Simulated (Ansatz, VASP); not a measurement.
# TiC in two plane-wave programs, part 2 of 3

Aim: how closely do two programs agree when they are given the same cell, functional and k mesh? The cell is taken from a series of runs on this material, whose earlier steps may have relaxed, scaled, displaced or heated it; both programs get it as it stands.

VASP 6.6.1 and Ansatz 0.2.0.

So far: Starting point; Ansatz: zone-centre phonons, LDA, pair 1.

## (3) VASP: zone-centre phonons, LDA, pair 1

Level of this step: LDA; plane waves and PAW (C, Ti_sv) (VASP).

The same cell, functional (in two slightly different forms), mesh and smearing now go to VASP, with its own data sets.

Lines of VASP's logs that name or quote its potential files are left out, and so is its time.

INCAR

```
SYSTEM = TiC
PREC = Accurate
ENCUT = 600
EDIFF = 1E-08
NELM = 120
ISMEAR = 1
SIGMA = 0.2
LREAL = .FALSE.
ALGO = Normal
GGA = CA
NBANDS = 14
LASPH = .TRUE.
LORBIT = 11
LWAVE = .FALSE.
LCHARG = .FALSE.
ISIF = 2
IBRION = 8
GGA_COMPAT = .FALSE.
KPAR = 2
```

POSCAR

```
TiC
1.0
    0.0000000000      2.1193930711      2.1943257801
    2.1193930711      0.0000000000      2.1943257801
    2.1193930711      2.1193930711      0.0000000000
C Ti
1 1
Direct
    0.5000000000      0.5000000000      0.5000000000
    0.0000000000      0.0000000000      0.0000000000
```

KPOINTS

```
Automatic mesh
0
Gamma
16 16 16
0 0 0
```

The projector-augmented-wave data sets are C and Ti_sv (LDA family, release 64).

Started as:

```sh
$ mpirun -np 2 vasp_std
```

Numbers of over 12 decimals in the logs are rounded to 6 here.

The program printed:

```text
[banner, memory and clock lines left out]
running    2 mpi-ranks, on    1 nodes
 distrk:  each k-point on    1 cores,    2 groups
 distr:  one band on    1 cores,    1 groups

 POSCAR found type information on POSCAR C Ti
 POSCAR found :  2 types and       2 ions
 LDA part: xc-table for (Slater(with rela. corr.)+CA(PZ))
 , standard interpolation
 POSCAR, INCAR and KPOINTS ok, starting setup
 FFT: planning ... GRIDC
 FFT: planning ... GRID_SOFT
 FFT: planning ... GRID
 WAVECAR not read
 entering main loop
       N       E                     dE             d eps       ncg     rms          rms(c)
DAV:   1     0.125829704229E+03    0.12583E+03   -0.89203E+03  9800   0.151E+03
DAV:   2    -0.172846225619E+02   -0.14311E+03   -0.13476E+03 10324   0.371E+02
DAV:   3    -0.256403792053E+02   -0.83558E+01   -0.81740E+01 12922   0.864E+01
DAV:   4    -0.259919075284E+02   -0.35153E+00   -0.35126E+00 12298   0.161E+01
DAV:   5    -0.259999220605E+02   -0.80145E-02   -0.80138E-02 13148   0.212E+00    0.186E+01
DAV:   6    -0.211975152758E+02    0.48024E+01   -0.13331E+01 13980   0.606E+01    0.700E+00
DAV:   7    -0.205657124838E+02    0.63180E+00   -0.23542E+00 11902   0.231E+01    0.522E+00
DAV:   8    -0.205343600303E+02    0.31352E-01   -0.11886E-01 10756   0.387E+00    0.349E+00
DAV:   9    -0.205173117173E+02    0.17048E-01   -0.11153E-01 12034   0.413E+00    0.663E-01
DAV:  10    -0.205167517541E+02    0.55996E-03   -0.10967E-02 13236   0.136E+00    0.624E-01
DAV:  11    -0.205147673125E+02    0.19844E-02   -0.49451E-03 10576   0.106E+00    0.165E-01
DAV:  12    -0.205147362245E+02    0.31088E-04   -0.34294E-04 11080   0.201E-01    0.456E-02
DAV:  13    -0.205147260012E+02    0.10223E-04   -0.23775E-05 11776   0.408E-02    0.694E-03
DAV:  14    -0.205147256586E+02    0.34257E-06   -0.77127E-07 11938   0.117E-02    0.334E-03
DAV:  15    -0.205147255580E+02    0.10059E-06   -0.15693E-07 15242   0.606E-03    0.117E-03
DAV:  16    -0.205147255439E+02    0.14105E-07   -0.34659E-08 10768   0.256E-03    0.398E-04
DAV:  17    -0.205147255439E+02    0.60481E-10   -0.14119E-09  6338   0.644E-04
   1 F= -.20514726E+02 E0= -.20514775E+02  d E =0.149767E-03
 Linear response reoptimize wavefunctions to high precision
DAV:   1    -0.205147255438E+02    0.55707E-10   -0.30324E-10  6910   0.199E-04
 Linear response DOF=           4
 Linear response progress:
  Degree of freedom:   1/  4
       N       E                     dE             d eps       ncg     rms          rms(c)
RMM:   1    -0.126781471044E+00   -0.12678E+00   -0.57667E-02 37105   0.240E+00
RMM:   2    -0.116498680917E+00    0.10283E-01   -0.60060E-03 34036   0.589E-01    0.147E-01
RMM:   3    -0.117133236677E+00   -0.63456E-03   -0.20108E-03 35223   0.250E-01    0.673E-02
RMM:   4    -0.118147431932E+00   -0.10142E-02   -0.73083E-04 35825   0.150E-01    0.150E-02
RMM:   5    -0.118271927088E+00   -0.12450E-03   -0.16426E-04 41016   0.614E-02    0.318E-03
RMM:   6    -0.118267921789E+00    0.40053E-05   -0.21950E-05 40521   0.254E-02    0.175E-03
RMM:   7    -0.118261160462E+00    0.67613E-05   -0.48191E-06 40983   0.123E-02    0.808E-04
RMM:   8    -0.118265163648E+00   -0.40032E-05   -0.10240E-06 40929   0.611E-03    0.373E-04
RMM:   9    -0.118262562397E+00    0.26013E-05   -0.43279E-07 41372   0.322E-03    0.133E-04
RMM:  10    -0.118262662437E+00   -0.10004E-06   -0.11077E-06 40154   0.176E-03    0.901E-05
RMM:  11    -0.118262660553E+00    0.18843E-08   -0.17194E-07 41208   0.951E-04    0.501E-05
RMM:  12    -0.118262658796E+00    0.17563E-08   -0.21707E-08 42937   0.503E-04    0.514E-05
 first order change of Fermi-energy  -0.13743E-03
 force on displaced ion       1 direction 1 : -11.333   0.000   0.000
 Linear response progress:
  Degree of freedom:   2/  4
       N       E                     dE             d eps       ncg     rms          rms(c)
RMM:   1    -0.123458147411E+00   -0.12346E+00   -0.47033E-02 21289   0.205E+00
RMM:   2    -0.114921755547E+00    0.85364E-02   -0.48224E-03 18548   0.511E-01    0.138E-01
RMM:   3    -0.115537141420E+00   -0.61539E-03   -0.17613E-03 19134   0.220E-01    0.637E-02
RMM:   4    -0.116473923422E+00   -0.93678E-03   -0.59385E-04 19469   0.132E-01    0.140E-02
RMM:   5    -0.116567704903E+00   -0.93781E-04   -0.12567E-04 22255   0.504E-02    0.279E-03
RMM:   6    -0.116561919682E+00    0.57852E-05   -0.16847E-05 21978   0.199E-02    0.140E-03
RMM:   7    -0.116552012019E+00    0.99077E-05   -0.31531E-06 21961   0.931E-03    0.628E-04
RMM:   8    -0.116556066548E+00   -0.40545E-05   -0.74402E-07 22617   0.436E-03    0.276E-04
RMM:   9    -0.116553810969E+00    0.22556E-05   -0.12961E-07 22509   0.228E-03    0.855E-05
RMM:  10    -0.116554179773E+00   -0.36880E-06   -0.68497E-07 22650   0.118E-03    0.396E-05
RMM:  11    -0.116554098145E+00    0.81628E-07    0.16782E-07 23393   0.625E-04    0.113E-05
RMM:  12    -0.116554082959E+00    0.15186E-07   -0.11097E-07 23478   0.327E-04    0.533E-06
RMM:  13    -0.116554103115E+00   -0.20156E-07   -0.58367E-08 23481   0.178E-04    0.329E-06
RMM:  14    -0.116554108271E+00   -0.51559E-08   -0.36824E-08 23156   0.981E-05    0.654E-06
 first order change of Fermi-energy   0.11463E-02
 force on displaced ion       1 direction 3 :   0.000   0.000  -8.285
 Linear response progress:
  Degree of freedom:   3/  4
       N       E                     dE             d eps       ncg     rms          rms(c)
RMM:   1    -0.662141295935E+00   -0.66214E+00    0.97627E+00 17548   0.132E+02
RMM:   2    -0.637955564965E+00    0.24186E-01   -0.23966E-01 29317   0.501E+00    0.226E-01
RMM:   3    -0.636897859262E+00    0.10577E-02   -0.18496E-02 34861   0.118E+00    0.111E-01
RMM:   4    -0.636053077294E+00    0.84478E-03   -0.75118E-03 38053   0.511E-01    0.216E-02
RMM:   5    -0.636542839608E+00   -0.48976E-03   -0.11972E-03 40572   0.205E-01    0.103E-02
RMM:   6    -0.636834487668E+00   -0.29165E-03   -0.30952E-04 40881   0.883E-02    0.798E-03
RMM:   7    -0.637088333829E+00   -0.25385E-03   -0.77583E-05 37778   0.437E-02    0.321E-03
RMM:   8    -0.637294211057E+00   -0.20588E-03   -0.37442E-05 37991   0.252E-02    0.292E-03
RMM:   9    -0.637189780311E+00    0.10443E-03   -0.24551E-05 37941   0.149E-02    0.630E-04
RMM:  10    -0.637210142580E+00   -0.20362E-04   -0.15803E-05 41139   0.870E-03    0.200E-04
RMM:  11    -0.637220285747E+00   -0.10143E-04   -0.12975E-05 41526   0.563E-03    0.701E-05
RMM:  12    -0.637218240599E+00    0.20451E-05   -0.92038E-06 42317   0.394E-03    0.814E-05
RMM:  13    -0.637217365664E+00    0.87493E-06   -0.74246E-06 42218   0.294E-03    0.143E-04
RMM:  14    -0.637219309861E+00   -0.19442E-05   -0.59260E-06 38938   0.234E-03    0.110E-04
RMM:  15    -0.637220038380E+00   -0.72852E-06   -0.50671E-06 40661   0.190E-03    0.103E-04
RMM:  16    -0.637220228858E+00   -0.19048E-06   -0.39702E-06 43510   0.157E-03    0.109E-04
RMM:  17    -0.637220284752E+00   -0.55893E-07   -0.33188E-06 37878   0.134E-03    0.128E-04
RMM:  18    -0.637220806704E+00   -0.52195E-06   -0.26509E-06 35368   0.116E-03    0.116E-04
 first order change of Fermi-energy   0.32015E-03
 force on displaced ion       2 direction 1 : -11.351   0.000   0.000
 Linear response progress:
  Degree of freedom:   4/  4
       N       E                     dE             d eps       ncg     rms          rms(c)
RMM:   1    -0.709514682408E+00   -0.70951E+00    0.53199E+00  9912   0.129E+02
RMM:   2    -0.684739806989E+00    0.24775E-01   -0.22932E-01 16262   0.488E+00    0.223E-01
RMM:   3    -0.683993090692E+00    0.74672E-03   -0.18373E-02 19205   0.116E+00    0.109E-01
RMM:   4    -0.683455191316E+00    0.53790E-03   -0.76868E-03 21185   0.506E-01    0.209E-02
RMM:   5    -0.684127272693E+00   -0.67208E-03   -0.11489E-03 22280   0.199E-01    0.990E-03
RMM:   6    -0.684423960985E+00   -0.29669E-03   -0.29257E-04 22540   0.854E-02    0.776E-03
RMM:   7    -0.684620893256E+00   -0.19693E-03   -0.68960E-05 21175   0.415E-02    0.385E-03
RMM:   8    -0.684913556621E+00   -0.29266E-03   -0.29407E-05 20129   0.261E-02    0.356E-03
RMM:   9    -0.684769941058E+00    0.14362E-03   -0.15564E-05 20628   0.155E-02    0.105E-03
RMM:  10    -0.684805107654E+00   -0.35167E-04   -0.12958E-05 22227   0.850E-03    0.217E-04
RMM:  11    -0.684814327760E+00   -0.92201E-05   -0.92918E-06 23107   0.528E-03    0.682E-05
RMM:  12    -0.684814032632E+00    0.29513E-06   -0.76993E-06 23801   0.360E-03    0.103E-04
RMM:  13    -0.684813018632E+00    0.10140E-05   -0.57894E-06 23292   0.260E-03    0.163E-04
RMM:  14    -0.684815275495E+00   -0.22569E-05   -0.42964E-06 21422   0.203E-03    0.123E-04
RMM:  15    -0.684815770379E+00   -0.49488E-06   -0.37874E-06 22937   0.159E-03    0.122E-04
RMM:  16    -0.684816406247E+00   -0.63587E-06   -0.31218E-06 21961   0.130E-03    0.114E-04
RMM:  17    -0.684816165747E+00    0.24050E-06   -0.27039E-06 22066   0.107E-03    0.128E-04
 first order change of Fermi-energy  -0.93238E-03
 force on displaced ion       2 direction 3 :   0.000   0.000  -8.311
 Linear response finished
```

From OUTCAR (step 3):

```text
ion  position               nearest neighbor table
   1  0.500  0.500  0.500-   2 2.12   2 2.12   2 2.12   2 2.12   2 2.19   2 2.19
   2  0.000  0.000  0.000-   1 2.12   1 2.12   1 2.12   1 2.12   1 2.19   1 2.19

  LATTYP: Found a body centered tetragonal cell.
 ALAT       =     2.9972744251
 C/A-ratio  =     1.4642141285

 Subroutine GETGRP returns: Found 16 space group operations
 (whereof 16 operations were pure point group operations)

The static configuration has the point symmetry D_4h.

 Found    349 irreducible k-points:

   k-points           NKPTS =    349   k-points in BZ     NKDIM =    349   number of bands    NBANDS=     14

   dimension x,y,z NGX =    24 NGY =   24 NGZ =   24
   dimension x,y,z NGXF=    48 NGYF=   48 NGZF=   48

   ENCUT  =  600.0 eV  44.10 Ry    6.64 a.u.   6.09  6.09  5.99*2*pi/ulx,y,z

   NELECT =      16.0000    total number of electrons

 k-points in reciprocal lattice and weights: Automatic mesh
   0.00000000  0.00000000  0.00000000       0.000
   0.06250000  0.00000000  0.00000000       0.002
   0.12500000  0.00000000  0.00000000       0.002
   0.18750000  0.00000000  0.00000000       0.002
   0.25000000  0.00000000  0.00000000       0.002
   0.31250000  0.00000000  0.00000000       0.002
   0.37500000  0.00000000  0.00000000       0.002
   0.43750000  0.00000000  0.00000000       0.002
   0.50000000  0.00000000  0.00000000       0.001
[...]
-0.31250000  0.18750000  0.50000000       0.001
  -0.25000000  0.25000000  0.50000000       0.000

 average (electrostatic) potential at core
       1 -48.3985       2 -70.7502

  Total        0.0773073      0.0773073     -1.6446359      0.0000000      0.0000000     -0.0000000
  in kB        6.2831425      6.2831425   -133.6676235      0.0000000      0.0000000     -0.0000000
  external PRESSURE =     -40.3671128 kB  Pullay stress =       0.0000000 kB

  energy-cutoff  :      600.00
  volume of cell :       19.71
      direct lattice vectors                 reciprocal lattice vectors
     0.000000000  2.119393071  2.194325780    -0.235916597  0.235916597  0.227860423
     2.119393071  0.000000000  2.194325780     0.235916597 -0.235916597  0.227860423
     2.119393071  2.119393071  0.000000000     0.235916597  0.235916597 -0.227860423

 POSITION                                       TOTAL-FORCE (eV/Angst)
 -----------------------------------------------------------------------------------
      2.11939      2.11939      2.19433         0.000000     -0.000000     -0.000000
      0.00000      0.00000      0.00000         0.000000      0.000000      0.000000
 -----------------------------------------------------------------------------------
    total drift:                                0.000000     -0.000000     -0.000000

 Eigenvectors and eigenvalues of the dynamical matrix
 ----------------------------------------------------

   1 f  =   16.986349 THz   106.728380 2PiTHz  566.603621 cm-1    70.249864 meV
             X         Y         Z           dx          dy          dz
      2.119393  2.119393  2.194326    -0.000000   -0.893978    0.000000
      0.000000  0.000000  0.000000     0.000000    0.448111    0.000000

   2 f  =   16.986349 THz   106.728380 2PiTHz  566.603621 cm-1    70.249864 meV
             X         Y         Z           dx          dy          dz
      2.119393  2.119393  2.194326     0.893978   -0.000000    0.000000
      0.000000  0.000000  0.000000    -0.448111    0.000000    0.000000

   3 f  =   14.526408 THz    91.272113 2PiTHz  484.548812 cm-1    60.076369 meV
             X         Y         Z           dx          dy          dz
      2.119393  2.119393  2.194326     0.000000    0.000000    0.893841
      0.000000  0.000000  0.000000     0.000000    0.000000   -0.448383

   4 f/i=    0.005423 THz     0.034074 2PiTHz    0.180893 cm-1     0.022428 meV
             X         Y         Z           dx          dy          dz
      2.119393  2.119393  2.194326    -0.091367   -0.438697    0.000000
      0.000000  0.000000  0.000000    -0.182277   -0.875198    0.000000

   5 f/i=    0.005423 THz     0.034074 2PiTHz    0.180893 cm-1     0.022428 meV
             X         Y         Z           dx          dy          dz
      2.119393  2.119393  2.194326    -0.438697    0.091367    0.000000
      0.000000  0.000000  0.000000    -0.875198    0.182277    0.000000

   6 f/i=    0.009063 THz     0.056943 2PiTHz    0.302301 cm-1     0.037480 meV
             X         Y         Z           dx          dy          dz
      2.119393  2.119393  2.194326     0.000000    0.000000   -0.448383
      0.000000  0.000000  0.000000     0.000000    0.000000   -0.893841

 ELASTIC MODULI CONTR FROM IONIC RELAXATION (kBar)
 Direction    XX          YY          ZZ          XY          YZ          ZX
 --------------------------------------------------------------------------------
 XX           0.0000      0.0000      0.0000      0.0000      0.0000      0.0000
 YY           0.0000      0.0000      0.0000      0.0000      0.0000      0.0000
 ZZ           0.0000      0.0000      0.0000      0.0000      0.0000      0.0000
 XY           0.0000      0.0000      0.0000      0.0000      0.0000      0.0000
 YZ           0.0000      0.0000      0.0000      0.0000      0.0000      0.0000
 ZX           0.0000      0.0000      0.0000      0.0000      0.0000      0.0000
 --------------------------------------------------------------------------------
```

## (4) Side by side

Known differences besides the potentials themselves: the two LDA forms differ slightly; the cutoff is 420 eV in Ansatz and 600 eV in VASP; VASP's log shows a relativistic correction to its local exchange, Ansatz's none. Total energies have different zeros and are not compared.

Compared:

```
                  quantity  Ansatz   VASP  difference
     optical mode 1 (cm⁻¹)   482.4  484.5     -0.45 %
optical mode 2 to 3 (cm⁻¹)   563.2  566.6     -0.60 %
```

Modes are paired by rising frequency, not by their patterns, so a pair may set unlike modes beside each other; they are those without the splitting of longitudinal modes.

[end of part 2 of 3]

[Lines on the potential files, build, host, timing and source positions are cut from VASP's logs without a mark.]

[Logs are printed without paths, hosts, clocks, repeated set-up lines and the standing remarks that a program may print on its own settings, such as how far it seeks lower states.]

[Hosts, paths, dates, database ids (printed as entryN), source tags and the programs' standing remarks are cut or masked in the printed files.]
